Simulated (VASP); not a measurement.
Given:

```xyz
1
Lattice="0.0000 1.8034 1.8034 1.8034 0.0000 1.8034 1.8034 1.8034 0.0000" Properties=species:S:1:pos:R:3 pbc="T T T"
Ni     0.0000     0.0000     0.0000
```
Starting moments (μB, in the order of the record's atoms Ni): 0.6.

The numbers are results of vdW-DF2, VASP's PBE PAW potentials (set 64) (plane waves; VASP), not measurements. Settings: 520 eV cut-off, 19×19×19 Γ-centred mesh, tetrahedra with Blöchl corrections, potentials Ni.

What does the run give for the cell moment, energy per atom (σ→0), band gap (on the k-mesh) with the smallest direct gap where there is one?

- band gap (on the k-mesh): none (metal, semimetal or under 0.01 eV)
- cell moment: 0.60 μB
- energy per atom (σ→0): -2.116 eV/atom

Give the moment on each site (PAW-sphere projection).

```tsv
site	moment (μB)
Ni1	0.62
```

Total energies compare only between runs with the same potentials, cut-off and functional.

The compound is Ni in the fcc structure. It was relaxed first, which changed the volume by +8 %.
